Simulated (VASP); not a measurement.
Method: PBEsol GGA, VASP's PBE PAW potentials (set 64) (plane waves; VASP 6.6.1).

Input for VASP

**POSCAR**
```
Ga
1.0
  2.2014300691  -3.7930762885   0.0000000000
  2.2014300691   3.7930762885   0.0000000000
  0.0000000000   0.0000000000   4.5247719303
Ga
4
direct
  0.1555209157   0.8444790843   0.9176342121
  0.3444790843   0.6555209157   0.4176342121
  0.6555209157   0.3444790843   0.5823657879
  0.8444790843   0.1555209157   0.0823657879
```

INCAR:
```
SYSTEM = Ga
PREC = Accurate; ENCUT = 500; LREAL = .False.
LASPH = .True.
EDIFF = 1E-6; NELM = 100; ALGO = Normal
LMAXMIX = 4
ISMEAR = 1; SIGMA = 0.1
GGA = PS
IBRION = 2; NSW = 40; ISIF = 3
EDIFFG = -0.02
LWAVE = .False.; LCHARG = .False.
```

**KPOINTS**
```
Automatic mesh
0
Gamma
8 8 7
0 0 0
```

POTCAR, in this order: Ga_d (PBE.64 set). Program: vasp_std.

The resulting files:

### OUTCAR
```
 ion  position               nearest neighbor table
   1  0.156  0.844  0.918-   4 2.47   3 2.67   3 2.67   2 2.68   2 2.68   4 2.73   4 2.73
   2  0.344  0.656  0.418-   3 2.47   4 2.67   4 2.67   1 2.68   1 2.68   3 2.73   3 2.73
   3  0.656  0.344  0.582-   2 2.47   1 2.67   1 2.67   4 2.68   4 2.68   2 2.73   2 2.73
   4  0.844  0.156  0.082-   1 2.47   2 2.67   2 2.67   3 2.68   3 2.68   1 2.73   1 2.73
  LATTYP: Found a base centered orthorhombic cell.
 ALAT       =     4.4028601382
 B/A-ratio  =     1.7230055779
 C/A-ratio  =     1.0276892266
 Subroutine PRICEL returns:
 Original cell was already a primitive cell.
 Subroutine GETGRP returns: Found  8 space group operations
The static configuration has the point symmetry C_2h.
 The point group associated with its full space group is D_2h.
The dynamic configuration has the point symmetry C_2h.
 Subroutine INISYM returns: Found  8 space group operations
 Subroutine IBZKPT returns following result:
 Found     84 irreducible k-points:

 Following reciprocal coordinates:
            Coordinates               Weight
  0.000000  0.000000  0.000000      1.000000
  0.125000  0.000000  0.000000      4.000000
  0.250000  0.000000  0.000000      4.000000
  0.375000  0.000000  0.000000      4.000000
  0.500000  0.000000  0.000000      2.000000
  0.125000  0.125000  0.000000      2.000000
  0.250000  0.125000  0.000000      4.000000
  0.375000  0.125000  0.000000      4.000000
  0.500000  0.125000  0.000000      4.000000
 -0.375000  0.125000  0.000000      4.000000
 -0.250000  0.125000  0.000000      4.000000
 -0.125000  0.125000  0.000000      2.000000
  0.250000  0.250000  0.000000      2.000000
  0.375000  0.250000  0.000000      4.000000
  0.500000  0.250000  0.000000      4.000000
 -0.375000  0.250000  0.000000      4.000000
 -0.250000  0.250000  0.000000      2.000000
  0.375000  0.375000  0.000000      2.000000
  0.500000  0.375000  0.000000      4.000000
 -0.375000  0.375000  0.000000      2.000000
  0.500000  0.500000  0.000000      1.000000
  0.000000  0.000000  0.142857      2.000000
  0.125000  0.000000  0.142857      8.000000
  0.250000  0.000000  0.142857      8.000000
  0.375000  0.000000  0.142857      8.000000
  0.500000  0.000000  0.142857      4.000000
  0.125000  0.125000  0.142857      4.000000
  0.250000  0.125000  0.142857      8.000000
  0.375000  0.125000  0.142857      8.000000
  0.500000  0.125000  0.142857      8.000000
 -0.375000  0.125000  0.142857      8.000000
 -0.250000  0.125000  0.142857      8.000000
 -0.125000  0.125000  0.142857      4.000000
  0.250000  0.250000  0.142857      4.000000
  0.375000  0.250000  0.142857      8.000000
  0.500000  0.250000  0.142857      8.000000
 -0.375000  0.250000  0.142857      8.000000
 -0.250000  0.250000  0.142857      4.000000
  0.375000  0.375000  0.142857      4.000000
  0.500000  0.375000  0.142857      8.000000
   k-points           NKPTS =     84   k-points in BZ     NKDIM =     84   number of bands    NBANDS=     31
   number of dos      NEDOS =    301   number of ions     NIONS =      4
   total plane-waves  NPLWV =  36864
   dimension x,y,z NGX =    32 NGY =   32 NGZ =   36
   dimension x,y,z NGXF=    64 NGYF=   64 NGZF=   72
   ions per type =               4
   PREC   = accura    normal or accurate (medium, high low for compatibility)
   ISTART =      0    job   : 0-new  1-cont  2-samecut
   ICHARG =      2    charge: 1-file 2-atom 10-const
   ISPIN  =      1    spin polarized calculation?
   LNONCOLLINEAR =      F non collinear calculations
   LSORBIT =      F    spin-orbit coupling
   INIWAV =      1    electr: 0-lowe 1-rand  2-diag
   ENCUT  =  500.0 eV  36.75 Ry    6.06 a.u.   8.00  8.00  8.25*2*pi/ulx,y,z
...
```

OSZICAR:
```
       N       E                     dE             d eps       ncg     rms          rms(c)
DAV:   1     0.346798656001E+03    0.34680E+03   -0.25661E+04  5308   0.313E+03
DAV:   2     0.264834487227E+02   -0.32032E+03   -0.31523E+03  5369   0.553E+02
DAV:   3    -0.124642132690E+02   -0.38948E+02   -0.38612E+02  5866   0.152E+02
DAV:   4    -0.135813317204E+02   -0.11171E+01   -0.11097E+01  5897   0.300E+01
DAV:   5    -0.136052020356E+02   -0.23870E-01   -0.23866E-01  6233   0.444E+00    0.280E+00
DAV:   6    -0.134370580971E+02    0.16814E+00   -0.36758E-01  6260   0.890E+00    0.144E+00
DAV:   7    -0.134003053151E+02    0.36753E-01   -0.84367E-02  7271   0.325E+00    0.363E-01
DAV:   8    -0.133967000368E+02    0.36053E-02   -0.16960E-02  5684   0.153E+00    0.469E-02
DAV:   9    -0.133967933686E+02   -0.93332E-04   -0.10530E-03  6053   0.379E-01    0.262E-02
DAV:  10    -0.133967953586E+02   -0.19900E-05   -0.24226E-04  5980   0.194E-01    0.518E-03
DAV:  11    -0.133967953323E+02    0.26299E-07   -0.40867E-05  6123   0.841E-02    0.501E-03
DAV:  12    -0.133967947967E+02    0.53560E-06   -0.87135E-06  5954   0.365E-02
   1 F= -.13396795E+02 E0= -.13396644E+02  d E =-.133968E+02
       N       E                     dE             d eps       ncg     rms          rms(c)
DAV:   1    -0.134654255070E+02   -0.68630E-01   -0.93075E-01  5656   0.133E+01    0.152E+00
DAV:   2    -0.134129992597E+02    0.52426E-01   -0.11517E-01  6118   0.477E+00    0.688E-01
DAV:   3    -0.134000254247E+02    0.12974E-01   -0.17408E-02  6356   0.175E+00    0.144E-01
DAV:   4    -0.133985662063E+02    0.14592E-02   -0.31305E-03  5901   0.680E-01    0.139E-02
DAV:   5    -0.133985800478E+02   -0.13842E-04   -0.22712E-04  5909   0.165E-01    0.469E-03
DAV:   6    -0.133985818190E+02   -0.17711E-05   -0.18922E-05  6394   0.440E-02    0.442E-03
DAV:   7    -0.133985812459E+02    0.57309E-06   -0.11563E-06  3616   0.129E-02
   2 F= -.13398581E+02 E0= -.13398431E+02  d E =-.178645E-02
       N       E                     dE             d eps       ncg     rms          rms(c)
DAV:   1    -0.133985819276E+02   -0.10865E-06   -0.16435E-05  5803   0.531E-02    0.653E-03
DAV:   2    -0.133985810245E+02    0.90306E-06   -0.21465E-06  2933   0.213E-02
   3 F= -.13398581E+02 E0= -.13398431E+02  d E =-.178623E-02
       N       E                     dE             d eps       ncg     rms          rms(c)
DAV:   1    -0.134010200169E+02   -0.24381E-02   -0.38572E-02  6232   0.142E+00    0.279E-01
DAV:   2    -0.133997140592E+02    0.13060E-02   -0.20552E-03  5642   0.818E-01    0.170E-01
DAV:   3    -0.133989325699E+02    0.78149E-03   -0.11108E-03  6197   0.543E-01    0.127E-02
DAV:   4    -0.133989708635E+02   -0.38294E-04   -0.44924E-04  5460   0.225E-01    0.102E-02
DAV:   5    -0.133989699111E+02    0.95244E-06   -0.18423E-05  7485   0.384E-02    0.407E-03
DAV:   6    -0.133989698343E+02    0.76776E-07   -0.56868E-07  3277   0.138E-02
   4 F= -.13398970E+02 E0= -.13398825E+02  d E =-.388810E-03
       N       E                     dE             d eps       ncg     rms          rms(c)
DAV:   1    -0.134188060133E+02   -0.19836E-01   -0.34758E-01  6224   0.426E+00    0.839E-01
DAV:   2    -0.134068700419E+02    0.11936E-01   -0.18489E-02  5635   0.240E+00    0.512E-01
DAV:   3    -0.133997820922E+02    0.70879E-02   -0.10335E-02  6420   0.163E+00    0.385E-02
DAV:   4    -0.134001278389E+02   -0.34575E-03   -0.40723E-03  5481   0.682E-01    0.307E-02
DAV:   5    -0.134001196974E+02    0.81415E-05   -0.16492E-04  7268   0.116E-01    0.123E-02
DAV:   6    -0.134001185610E+02    0.11363E-05   -0.64955E-06  4732   0.418E-02    0.368E-03
DAV:   7    -0.134001185652E+02   -0.42382E-08   -0.24204E-06  4080   0.230E-02
   5 F= -.13400119E+02 E0= -.13400181E+02  d E =-.153754E-02
       N       E                     dE             d eps       ncg     rms          rms(c)
DAV:   1    -0.134762307406E+02   -0.76112E-01   -0.13976E+00  6216   0.852E+00    0.168E+00
DAV:   2    -0.134273427945E+02    0.48888E-01   -0.74406E-02  5558   0.462E+00    0.103E+00
DAV:   3    -0.133986235369E+02    0.28719E-01   -0.43438E-02  6780   0.321E+00    0.794E-02
DAV:   4    -0.133999386214E+02   -0.13151E-02   -0.15694E-02  5383   0.133E+00    0.616E-02
DAV:   5    -0.133999079734E+02    0.30648E-04   -0.65299E-04  7050   0.229E-01    0.253E-02
DAV:   6    -0.133999006417E+02    0.73317E-05   -0.32360E-05  7270   0.843E-02    0.790E-03
DAV:   7    -0.133999002902E+02    0.35146E-06   -0.95556E-06  6251   0.437E-02
   6 F= -.13399900E+02 E0= -.13400013E+02  d E =-.131927E-02
       N       E                     dE             d eps       ncg     rms          rms(c)
DAV:   1    -0.134187964854E+02   -0.18896E-01   -0.33533E-01  6254   0.420E+00    0.827E-01
DAV:   2    -0.134071260669E+02    0.11670E-01   -0.18490E-02  5530   0.238E+00    0.504E-01
DAV:   3    -0.134001881500E+02    0.69379E-02   -0.99701E-03  6294   0.157E+00    0.365E-02
DAV:   4    -0.134005300127E+02   -0.34186E-03   -0.39175E-03  5404   0.666E-01    0.301E-02
DAV:   5    -0.134005240487E+02    0.59641E-05   -0.15591E-04  7650   0.104E-01    0.152E-02
DAV:   6    -0.134005214524E+02    0.25963E-05   -0.56032E-06  4398   0.590E-02    0.230E-03
DAV:   7    -0.134005215642E+02   -0.11178E-06   -0.25093E-06  4011   0.183E-02
   7 F= -.13400522E+02 E0= -.13400578E+02  d E =-.194054E-02
       N       E                     dE             d eps       ncg     rms          rms(c)
DAV:   1    -0.134016672953E+02   -0.11458E-02   -0.20601E-02  6232   0.104E+00    0.205E-01
DAV:   2    -0.134009462299E+02    0.72107E-03   -0.11357E-03  5608   0.608E-01    0.125E-01
DAV:   3    -0.134005167385E+02    0.42949E-03   -0.61626E-04  6316   0.398E-01    0.921E-03
DAV:   4    -0.134005375456E+02   -0.20807E-04   -0.24172E-04  5460   0.165E-01    0.751E-03
DAV:   5    -0.134005370736E+02    0.47205E-06   -0.97767E-06  6936   0.266E-02
   8 F= -.13400537E+02 E0= -.13400607E+02  d E =-.195605E-02
```

### OUTCAR
```
------------------------ aborting loop because EDIFF is reached ----------------------------------------
  FORCE on cell =-STRESS in cart. coord.  units (eV):
  Direction    XX          YY          ZZ          XY          YZ          ZX
  --------------------------------------------------------------------------------------
  Total       -0.0355904      0.0795895     -0.0497244      0.0000000     -0.0000000      0.0000000
  in kB       -0.7470026      1.6704965     -1.0436599      0.0000000     -0.0000000      0.0000000
  external PRESSURE =      -0.0400553 kB  Pullay stress =       0.0000000 kB
  volume of cell :       76.33
      direct lattice vectors                 reciprocal lattice vectors
     2.236661138 -3.797024155 -0.000000000     0.223547497 -0.131682070 -0.000000000
     2.236661138  3.797024155  0.000000000     0.223547497  0.131682070  0.000000000
     0.000000000 -0.000000000  4.494148129     0.000000000 -0.000000000  0.222511580
 POSITION                                       TOTAL-FORCE (eV/Angst)
 -----------------------------------------------------------------------------------
      2.23666      2.61545      4.12264         0.000000      0.006507     -0.016386
      2.23666      1.18158      1.87556         0.000000     -0.006507     -0.016386
      2.23666     -1.18158      2.61859         0.000000      0.006507      0.016386
      2.23666     -2.61545      0.37151         0.000000     -0.006507      0.016386
 -----------------------------------------------------------------------------------
    total drift:                                0.000000     -0.000000      0.000000
  FREE ENERGIE OF THE ION-ELECTRON SYSTEM (eV)
  ---------------------------------------------------
  free  energy   TOTEN  =       -13.4005370736 eV

  energy  without entropy=      -13.4007472926  energy(sigma->0) =      -13.40060715

 reached required accuracy - stopping structural energy minimisation
```
(Selected blocks of OUTCAR.)

### CONTCAR
```
Ga
   1.00000000000000
     2.2366611382679027   -3.7970241553969104   -0.0000000000000000
     2.2366611382679027    3.7970241553969104    0.0000000000000000
     0.0000000000000000   -0.0000000000000000    4.4941481293481313
  Ga
     4
Direct
     0.1555926466772541    0.8444073533227459    0.9173342602247592
     0.3444073533227460    0.6555926466772541    0.4173342602247593
     0.6555926466772541    0.3444073533227460    0.5826657397752408
     0.8444073533227459    0.1555926466772541    0.0826657397752408
```

The compound is Ga in the alpha structure. This run relaxes it. Symmetry was kept, so distortions that lower it aren't found.
